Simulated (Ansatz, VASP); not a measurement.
# Cross-check of CdF2 between VASP and Ansatz

One calculation is typed for both programs; each brings its own data sets and cutoff. How far apart do they land?

Program: Ansatz 0.2.0. Level of theory: plane waves, with VASP 6.6.1 beside it; single point at PBE. Results are calculated unless marked as measured.

## 1. Set-up

It takes space group Fm-3m (No. 225, cubic). The conventional cell has a = 5.388 Å, b = 5.388 Å, c = 5.388 Å, α = 90.00°, β = 90.00°, γ = 90.00°. Nearest to Cd lie 8 F at 2.33 Å. F has 4 Cd at 2.33 Å nearest. Farther neighbours and most contacts between anions are not listed.

## 2. Ansatz: single point, PBE

Ansatz runs on its default PAW (the set named soft_2) files.

With cell and atoms fixed, the geometry can't cause a difference; cores, projectors, grids and the points listed under the comparison can.

Contents of input.yaml:

```yaml
crystal:
  lattice:
    - [0.0, 2.694, 2.694]
    - [2.694, 0.0, 2.694]
    - [2.694, 2.694, 0.0]
  atoms:
    - { symbol: Cd, position: [0.0, 0.0, 0.0] }
    - { symbol: F, position: [0.75, 0.75, 0.75] }
    - { symbol: F, position: [0.25, 0.25, 0.25] }
hamiltonian:
  xc: pbe
  pseudopotentials: { kind: paw }
kpoints:
  mp_grid: { grid: [6, 6, 6] }
scf:
  occupations: { method: gaussian, width: 0.01 }
  n_extra_bands: 4
output:
  forces: true
  stress: true
  eigenvalues: true
  write_density: true
  write_potential: true
  elf: true
  volumetric_format: npy
```

Launch:

```sh
$ ansatz run input.yaml --threads 2 --pin off --max-ram 4608MiB --backend cpu --events-out ev --progress --plain --runs-dir out
```

Numbers of over 12 decimals in the logs are rounded to 6 here.

The program printed:

```text
scf.n_extra_bands = 4 over 17 filled bands (N_el = 34.0): the run solves 21 bands
Engine: ansatz 0.2.0, aarch64-unknown-linux-gnu
Pseudopotentials: kind: paw
Pseudopotential: Cd, paw, valence charge 20, recommended cutoff 420 eV (normal), Cd.paw.azcp
Pseudopotential: F, paw, valence charge 7, recommended cutoff 420 eV (normal), F.paw.azcp
Functional definition: PBE
  parameter kappa = 0.804
  parameter beta = 0.066725
  exchange = pbe_x(kappa = kappa, mu = beta*pi^2/3)
  correlation = pbe_c(beta = beta)
Crystal: 3 atoms, lattice volume = 39.104 Å³
Basis set: ecut = 420 eV, 749 PW (Γ), exchange–correlation on 54×54×54 points (8 copies of the dense FFT grid, shifted against one another)
Bands: 21, of which v1, the nominal top of the filled ones, is band 17 counted from 1 (16 counted from 0)
Symmetry: 48 space group operations
Space group: Fm-3m (ITA 225), of the structure as read, at distance tolerance 3.4e-5 Å
k-points: 16 of 216
Non-local potential: Cd, projectors of the file, l = 0: 3, l = 1: 2, l = 2: 2, l = 3: 1
Non-local potential: F, projectors of the file, l = 0: 2, l = 1: 2, l = 2: 1
PAW form: soft (Blöchl's): semilocal exchange-correlation on the pseudo side does not see the compensation charge
PAW one-centre angular grid: Cd, 590 points (default); XC on 64 Gauss nodes
PAW one-centre angular grid: F, 110 points (default); XC on 64 Gauss nodes
Initial density: superposition of atomic densities (neutral atoms: chi_scale 0, normalization atom), corrected by the library's trained network
Initial wavefunctions: pseudopotential atomic-orbital guess
Functional: x = pbe(κ = 0.804, μ = 0.219515), c = pbe(β = 0.066725)
SCF iter   1: F=—  HF=-9872.134590 eV  |F-HF|=—  |Δ(HF+E_count)|=         —  Δρ=5.63e-4  dr2=1.96e-5  ethr=1.77e-3  ⟨swp⟩=5.0  Hψ=1404  notcnv=0
preconditioner: auto → none  [insulator: Δε(μ)=3.120 eV  Ē_g=16.583 eV  σ=0.010 eV  W_gap=1.00  n_scr=14 (ndim 8)  ℏωp=30.3 eV  f_vac=0.125  D(μ)=0.00/eV (n_scr^D=0)  ε∞_Penn≈4.3]
SCF iter   2: F=—  HF=-9872.135585 eV  |F-HF|=—  |Δ(HF+E_count)|=   9.95e-4  Δρ=3.07e-4  dr2=1.57e-5  ethr=5.77e-8  ⟨swp⟩=3.0  Hψ=941  notcnv=0
SCF iter   3: F=—  HF=-9872.135637 eV  |F-HF|=—  |Δ(HF+E_count)|=   5.23e-5  Δρ=1.73e-4  dr2=1.47e-6  ethr=4.63e-8  ⟨swp⟩=2.0  Hψ=516  notcnv=0
SCF iter   4: F=—  HF=-9872.135677 eV  |F-HF|=—  |Δ(HF+E_count)|=   4.01e-5  Δρ=5.87e-5  dr2=4.01e-7  ethr=4.33e-9  ⟨swp⟩=2.0  Hψ=563  notcnv=0
iter 5 did not close the SCF: its close was put off for the readings that it lacked (scf_convergence_deferred on its scf_iter line)
SCF iter   5: F=-9872.135680 eV  HF=-9872.135680 eV  |F-HF|=1.44e-9  |Δ(HF+E_count)|=   2.78e-6  Δρ=1.59e-5  dr2=6.56e-8  ethr=1.18e-9  ⟨swp⟩=2.0  Hψ=541  notcnv=0
SCF iter   6: F=-9872.135680 eV  HF=-9872.135680 eV  |F-HF|=8.00e-11  |Δ(HF+E_count)|=   3.60e-8  Δρ=4.33e-6  dr2=3.96e-9  ethr=1.93e-10  ⟨swp⟩=5.0  Hψ=1842  notcnv=0
SCF 1 converged in 6 iterations: F = -9872.135680 eV  dr2 = 3.96e-9
  greatest PAW one-centre occupation: 1.000 electrons in one spin orbital (limit 2), on the Cd atom at site 0 (counted from 0), in its partial waves of l = 1
SCF converged after 6 iterations
Free energy (F): -9872.135680 eV
Harris-Foulkes:  -9872.135680 eV  (|F-HF|=8.00e-11)
Internal energy: -9872.135680 eV  (E = F + TS)
E sigma→0 (E₀):  -9872.135680 eV
Fermi energy:    7.984268 eV
--- Per-component energies (eV) ---
  E_band       = -480.599477
  E_kinetic    = 918.928634
  E_local      = -4235.411588  (includes V_loc(G=0)·N_el)
  E_nonlocal   = 184.217289
  E_hartree    = 1877.299450
  E_xc         = -335.365169
  E_vxc        = -424.896597  (∫ρ·V_xc dr)
  E_paw        = -4487.951801  (= ΣΔE_a)
  E_vpaw       = -678.039070  (= ΣTr[D̂ρ^β])
  E_aug_tail   = 0.004137  (compensation charges beyond the density's cutoff)
  E_ewald      = -3793.856633
  E_smearing   = -0.000000  (= −TS)
  E_closure    = -0.000000  (closes the sum)
  Σ components = -9872.135680   (vs F -9872.135680, Δ=0.00e0)
--- Forces (eV/Å), atoms counted from 1 ---
  atom   1  Cd    -0.00000000     0.00000000     0.00000000
  atom   2  F     -0.00000000    -0.00000000     0.00000000
  atom   3  F      0.00000000    -0.00000000     0.00000000
  max |Σ_I F_I| component: 6.94e-18 eV/Å
--- Stress (GPa, compression-positive) ---
        5.455104       0.000000       0.000000
        0.000000       5.455104       0.000000
        0.000000       0.000000       5.455104
  P = ⅓ Tr σ = 5.4551 GPa (54.551 kbar)
--- Band table (eV; the first three rows and the last of 16) ---
  k-point 0: bands = [... 13 lower, 5.4665, 5.9461, 5.9461, 5.9461, 9.5444, 19.1451, 19.1451, 19.1451]
  k-point 1: bands = [... 13 lower, 5.2842, 5.7074, 5.9663, 5.9663, 10.5078, 18.0425, 19.5437, 19.5437]
  k-point 2: bands = [... 13 lower, 4.8565, 4.8565, 6.0201, 6.0201, 12.3840, 16.5414, 20.4352, 20.4352]
  k-point 15: bands = [... 13 lower, 4.2419, 5.6070, 5.8611, 6.4240, 14.5215, 17.1238, 18.0369, 19.2735]
```

Run time: 1.3 s. Hardware: 2 threads of Arm Neoverse N1, shared host; peak memory 0.26 GiB.

The run ends at a pressure of 5.46 GPa.

## 3. VASP: single point, PBE

The same cell, functional, mesh and smearing now go to VASP, with its own data sets and cutoff.

Lines of VASP's logs that name or quote its potential files are left out, and so is its time.

Contents of INCAR:

```
SYSTEM = CdF2
PREC = Accurate
ENCUT = 520
EDIFF = 1E-07
NELM = 100
ISMEAR = 0
SIGMA = 0.01
LREAL = .FALSE.
ALGO = Normal
GGA = PE
NBANDS = 19
LORBIT = 11
LWAVE = .FALSE.
LCHARG = .FALSE.
KPAR = 4
```

Contents of POSCAR:

```
CdF2
1.0
    0.0000000000      2.6940000000      2.6940000000
    2.6940000000      0.0000000000      2.6940000000
    2.6940000000      2.6940000000      0.0000000000
Cd F
1 2
Direct
    0.0000000000      0.0000000000      0.0000000000
    0.7500000000      0.7500000000      0.7500000000
    0.2500000000      0.2500000000      0.2500000000
```

Contents of KPOINTS:

```
Automatic mesh
0
Gamma
6 6 6
0 0 0
```

PAW data sets: Cd and F (PBE family, release 64).

Launch:

```sh
$ mpirun -np 4 vasp_std
```

The program printed:

```text
[banner, memory and clock lines left out]
running    4 mpi-ranks, on    1 nodes
 distrk:  each k-point on    1 cores,    4 groups
 distr:  one band on    1 cores,    1 groups

 POSCAR found type information on POSCAR CdF
 POSCAR found :  2 types and       3 ions
 LDA part: xc-table for (Slater+PW92), standard interpolation
 POSCAR, INCAR and KPOINTS ok, starting setup
 FFT: planning ... GRIDC
 FFT: planning ... GRID_SOFT
 FFT: planning ... GRID
 WAVECAR not read
 entering main loop
       N       E                     dE             d eps       ncg     rms          rms(c)
DAV:   1     0.195743065383E+03    0.19574E+03   -0.15895E+04   632   0.140E+03
DAV:   2    -0.399254725098E+01   -0.19974E+03   -0.19243E+03   652   0.353E+02
DAV:   3    -0.125250156138E+02   -0.85325E+01   -0.85060E+01   679   0.799E+01
DAV:   4    -0.125662418911E+02   -0.41226E-01   -0.41223E-01   653   0.562E+00
DAV:   5    -0.125663878108E+02   -0.14592E-03   -0.14592E-03   674   0.306E-01    0.103E+01
DAV:   6    -0.108299913056E+02    0.17364E+01   -0.43308E+00   759   0.388E+01    0.740E+00
DAV:   7    -0.108741300128E+02   -0.44139E-01   -0.87670E-01   620   0.881E+00    0.427E+00
DAV:   8    -0.108674079132E+02    0.67221E-02   -0.13984E-01   611   0.363E+00    0.700E-01
DAV:   9    -0.108587188989E+02    0.86890E-02   -0.35258E-02   723   0.235E+00    0.872E-02
DAV:  10    -0.108592929546E+02   -0.57406E-03   -0.29868E-03   623   0.622E-01    0.119E-01
DAV:  11    -0.108593843382E+02   -0.91384E-04   -0.12962E-04   659   0.125E-01    0.381E-02
DAV:  12    -0.108594079449E+02   -0.23607E-04   -0.43594E-05   614   0.597E-02    0.184E-02
DAV:  13    -0.108594098999E+02   -0.19550E-05   -0.69460E-06   626   0.219E-02    0.329E-03
DAV:  14    -0.108594096641E+02    0.23575E-06   -0.56901E-07   648   0.997E-03    0.862E-04
DAV:  15    -0.108594096962E+02   -0.32059E-07   -0.66978E-08   503   0.251E-03
   1 F= -.10859410E+02 E0= -.10859410E+02  d E =-.688228E-24
```

Parts of OUTCAR (step 3):

```text
ion  position               nearest neighbor table
   1  0.000  0.000  0.000-   2 2.33   2 2.33   2 2.33   2 2.33   3 2.33   3 2.33   3 2.33   3 2.33

  LATTYP: Found a face centered cubic cell.
 ALAT       =     5.3880000000

 Subroutine GETGRP returns: Found 48 space group operations
 (whereof 48 operations were pure point group operations)

The static configuration has the point symmetry O_h .

 Found     16 irreducible k-points:

   k-points           NKPTS =     16   k-points in BZ     NKDIM =     16   number of bands    NBANDS=     19

   dimension x,y,z NGX =    28 NGY =   28 NGZ =   28
   dimension x,y,z NGXF=    56 NGYF=   56 NGZF=   56

   ENCUT  =  520.0 eV  38.22 Ry    6.18 a.u.   7.08  7.08  7.08*2*pi/ulx,y,z

   NELECT =      26.0000    total number of electrons

 k-points in reciprocal lattice and weights: Automatic mesh
   0.00000000  0.00000000  0.00000000       0.005
   0.16666667  0.00000000  0.00000000       0.037
   0.33333333  0.00000000  0.00000000       0.037
   0.50000000  0.00000000  0.00000000       0.019
   0.16666667  0.16666667  0.00000000       0.028
   0.33333333  0.16666667  0.00000000       0.111
   0.50000000  0.16666667  0.00000000       0.111
  -0.33333333  0.16666667  0.00000000       0.111
  -0.16666667  0.16666667  0.00000000       0.056
[...]
-0.33333333  0.33333333  0.16666667       0.111
  -0.33333333  0.50000000  0.16666667       0.056

 average (electrostatic) potential at core
       1 -39.0147       2 -77.8942       3 -77.8942

 E-fermi :  -1.2619

 k-point     1 :       0.0000    0.0000    0.0000
  band No.  band energies     occupation
    ...
      9      -2.2821      2.00000
     10      -2.2821      2.00000
     11      -1.8104      2.00000
     12      -1.8103      2.00000
     13      -1.8103      2.00000
     14       1.7565      0.00000
     15      11.3922      0.00000
     16      11.3922      0.00000
     17      11.3922      0.00000
     18      16.3278      0.00000
    ...

 k-point     2 :       0.1667    0.0000    0.0000
  band No.  band energies     occupation
    ...
      9      -2.4671      2.00000
     10      -2.4671      2.00000
     11      -2.0469      2.00000
     12      -1.7883      2.00000
     13      -1.7883      2.00000
     14       2.7251      0.00000
     15      10.2869      0.00000
     16      11.7893      0.00000
     17      11.7893      0.00000
     18      17.8250      0.00000
    ...

 k-point     3 :       0.3333    0.0000    0.0000
  band No.  band energies     occupation
    ...
      9      -2.9080      2.00000
     10      -2.8962      2.00000
     11      -2.8962      2.00000
     12      -1.7349      2.00000
     13      -1.7349      2.00000
     14       4.6053      0.00000
     15       8.7859      0.00000
     16      12.6767      0.00000
     17      12.6767      0.00000
     18      17.1719      0.00000
    ...

  Total        1.5113121      1.5113121      1.5113121     -0.0000000      0.0000000      0.0000000
  in kB       61.9215715     61.9215715     61.9215715     -0.0000000      0.0000000      0.0000000
  external PRESSURE =      61.9215715 kB  Pullay stress =       0.0000000 kB

  energy-cutoff  :      520.00
  volume of cell :       39.10
      direct lattice vectors                 reciprocal lattice vectors
     0.000000000  2.694000000  2.694000000    -0.185597624  0.185597624  0.185597624
     2.694000000  0.000000000  2.694000000     0.185597624 -0.185597624  0.185597624
     2.694000000  2.694000000  0.000000000     0.185597624  0.185597624 -0.185597624

 POSITION                                       TOTAL-FORCE (eV/Angst)
 -----------------------------------------------------------------------------------
      0.00000      0.00000      0.00000        -0.000000      0.000000     -0.000000
      4.04100      4.04100      4.04100         0.000000      0.000000      0.000000
      1.34700      1.34700      1.34700        -0.000000     -0.000000     -0.000000
 -----------------------------------------------------------------------------------
    total drift:                                0.000000      0.000000      0.000000

  FREE ENERGIE OF THE ION-ELECTRON SYSTEM (eV)
  ---------------------------------------------------
  free  energy   TOTEN  =       -10.8594096962 eV

  energy  without entropy=      -10.8594096962  energy(sigma->0) =      -10.85940970

 total charge
# of ion       s       p       d       tot
------------------------------------------
    1        0.231   0.196   9.691  10.119
    2        1.740   4.344   0.000   6.083
    3        1.740   4.344   0.000   6.083
--------------------------------------------------
tot          3.711   8.883   9.691  22.285

[... 3 further parts left out ...]
```

The run ends at a pressure of 6.19 GPa.

## 4. Comparison

Known differences besides the potentials themselves: the data sets hold 34 valence electrons in Ansatz (default PAW (the set named soft_2) files) and 26 in VASP; the cutoff is 420 eV in Ansatz and 520 eV in VASP; VASP leaves aspherical gradient terms in its spheres out (LASPH is not set), Ansatz keeps them. Total energies have different zeros and are not compared.

Both answers:

```csv
quantity,Ansatz,VASP,difference
pressure (GPa),5.46,6.19,-0.74
pressure without Ansatz's Pulay correction (GPa),4.79,6.19,-1.40
gap on the k mesh (eV),3.120,3.087,+0.033
```

A gap on the mesh is an upper bound, since the band edges may lie between its points. Ansatz's pressure holds a Pulay correction of 0.66 GPa; VASP's holds none.

## 5. Other set-ups

Further runs change the set-up of one program: Ansatz's method, potentials or start, or VASP's data sets, cutoff or form of LDA. The table gives Ansatz less VASP for each quantity, since a change that brings one quantity closer may part another.

```
                              run  pressure (GPa)  gap on the k mesh (eV)
                         as above           -0.74                   0.033
Ansatz's all-electron LAPW method           -0.76                   0.027
```

## 6. Summary of results

| Item | Value |
| --- | --- |
| difference in gap on the k mesh (single point, PBE) | 0.033 eV |
| difference in pressure (single point, PBE) | -0.74 GPa |

The difference in pressure is -0.74 GPa (single point, PBE), within the 1 GPa picked in this series as the mark of a large difference. For single point, PBE, no further run moves any of the tabulated differences by more than a quarter of its size. How closely two codes agree says nothing of how well the functional describes the real material.

[Lines on the potential files, build, host, timing and source positions are cut from VASP's logs without a mark.]

[Logs are printed without paths, hosts, clocks, repeated set-up lines and the standing remarks that a program may print on its own settings, such as how far it seeks lower states.]

[Hosts, paths, dates, database ids (printed as entryN), source tags and the programs' standing remarks are cut or masked in the printed files.]
